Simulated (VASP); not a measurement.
Input:

```xyz
3
Lattice="1.8496 -3.2037 0.0000 1.8496 3.2037 0.0000 0.0000 0.0000 6.9567" Properties=species:S:1:pos:R:3 pbc="T T T"
Sn     0.0000     0.0000     0.0000
S      1.8496     1.0679     1.4778
S      1.8496    -1.0679     5.4789
```

Level of theory: PBE GGA, VASP's PBE PAW potentials (set 64) (plane waves; VASP). Run with 520 eV cut-off, 8×8×4 Γ-centred mesh, Gaussian smearing of 0.050 eV, potentials Sn_d S.

Without a dispersion term in the relaxation, distances and binding between the weakly bound layers, chains or molecules are unreliable, and so is what depends on them.

Task: What does the run give for the energy per atom (σ→0)?

Result: 
```yaml
energy per atom (σ→0): -4.408 eV/atom
```

Only differences to runs with the same potentials and settings are physical.

The compound is SnS2 in the 1T layered structure. It was relaxed first, which changed the volume by +21 %. The start is the result of an earlier pass.
